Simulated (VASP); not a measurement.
Level of theory: PW91 GGA, VASP's PBE PAW potentials (set 64) (plane waves; VASP).

Input for VASP

### KPOINTS
```
Automatic mesh
0
Gamma
8 8 4
0 0 0
```

POSCAR:
```
ZnS
6.3022240
  0.3052437775  -0.5286977245   0.0000000000
  0.3052437775   0.5286977245   0.0000000000
  0.0000000000   0.0000000000   1.0000000780
Zn S
2 2
Cartesian
  0.3052437775  -0.1762329273   0.5001246964
  0.3052437775   0.1762329273   0.0001246574
  0.3052437775  -0.1762329273   0.8748754108
  0.3052437775   0.1762329273   0.3748753718
```

INCAR:
```
SYSTEM = ZnS
PREC = Accurate; ENCUT = 520; LREAL = .FALSE.
LASPH = .TRUE.
EDIFF = 1E-7; NELM = 100; ALGO = Normal
LMAXMIX = 4
ISMEAR = -5
GGA = 91
ISIF = 2
LWAVE = .FALSE.; LCHARG = .TRUE.; LORBIT = 11
NEDOS = 601
LEFG = .TRUE.
```

POTCAR, in this order: Zn S (PBE.64 set). Program: vasp_std.

The run wrote:

### OSZICAR
```
       N       E                     dE             d eps       ncg     rms          rms(c)
DAV:   1     0.235314661748E+03    0.23531E+03   -0.17596E+04  1320   0.195E+03
DAV:   2     0.797044677879E+01   -0.22734E+03   -0.22258E+03  1374   0.378E+02
DAV:   3    -0.141158887030E+02   -0.22086E+02   -0.21993E+02  1602   0.118E+02
DAV:   4    -0.146400513216E+02   -0.52416E+00   -0.52329E+00  1572   0.187E+01
DAV:   5    -0.146496557846E+02   -0.96045E-02   -0.96033E-02  1598   0.251E+00    0.945E+00
DAV:   6    -0.137579007750E+02    0.89176E+00   -0.20969E+00  2062   0.436E+01    0.742E+00
DAV:   7    -0.137945663944E+02   -0.36666E-01   -0.19443E+00  1440   0.798E+00    0.337E+00
DAV:   8    -0.137772249452E+02    0.17341E-01   -0.12966E-01  1778   0.490E+00    0.112E+00
DAV:   9    -0.137776660970E+02   -0.44115E-03   -0.18873E-02  1834   0.273E+00    0.260E-01
DAV:  10    -0.137778440792E+02   -0.17798E-03   -0.16410E-03  1494   0.402E-01    0.159E-01
DAV:  11    -0.137780125547E+02   -0.16848E-03   -0.14652E-04  1542   0.852E-02    0.442E-02
DAV:  12    -0.137780566422E+02   -0.44087E-04   -0.57899E-05  1548   0.678E-02    0.166E-02
DAV:  13    -0.137780571885E+02   -0.54627E-06   -0.35202E-06  1864   0.269E-02    0.787E-03
DAV:  14    -0.137780580328E+02   -0.84434E-06   -0.21360E-06  1494   0.957E-03    0.212E-03
DAV:  15    -0.137780579138E+02    0.11895E-06   -0.11507E-07  1122   0.502E-03    0.106E-03
DAV:  16    -0.137780579282E+02   -0.14400E-07   -0.10535E-07   924   0.254E-03
   1 F= -.13778058E+02 E0= -.13778058E+02  d E =0.000000E+00
```

File OUTCAR:
```
------------------------ aborting loop because EDIFF is reached ----------------------------------------
  FORCE on cell =-STRESS in cart. coord.  units (eV):
  Direction    XX          YY          ZZ          XY          YZ          ZX
  --------------------------------------------------------------------------------------
  Total       -0.0231025     -0.0231025      0.0340326      0.0000000      0.0000000      0.0000000
  in kB       -0.4581468     -0.4581468      0.6749012      0.0000000      0.0000000      0.0000000
  external PRESSURE =      -0.0804641 kB  Pullay stress =       0.0000000 kB
  volume of cell :       80.79
      direct lattice vectors                 reciprocal lattice vectors
     1.923714660 -3.331971488  0.000000000     0.259913806 -0.150061308  0.000000000
     1.923714660  3.331971488  0.000000000     0.259913806  0.150061308  0.000000000
     0.000000000  0.000000000  6.302224491     0.000000000  0.000000000  0.158674132
  FREE ENERGIE OF THE ION-ELECTRON SYSTEM (eV)
  ---------------------------------------------------
  free  energy   TOTEN  =       -13.7780579282 eV

  energy  without entropy=      -13.7780579282  energy(sigma->0) =      -13.77805793

 total charge

# of ion       s       p       d       tot
------------------------------------------
    1        0.513   0.456   9.800  10.770
    2        0.513   0.456   9.800  10.770
    3        1.317   2.427   0.000   3.744
    4        1.317   2.427   0.000   3.744
--------------------------------------------------
tot          3.660   5.766  19.601  29.028

 Electric field gradients after diagonalization (V/A^2)
 (convention: |V_zz| > |V_xx| > |V_yy|)
----------------------------------------------------------------------
 ion       V_xx      V_yy      V_zz     asymmetry (V_yy - V_xx)/ V_zz
----------------------------------------------------------------------
   1      -0.294    -0.286     0.580       0.014
   2      -0.294    -0.286     0.580       0.014
   3      -1.102    -1.101     2.203       0.000
   4      -1.102    -1.101     2.203       0.000
```
(Selected blocks of OUTCAR.)

The compound is ZnS in the wurtzite structure, the high-temperature form. It was relaxed first.
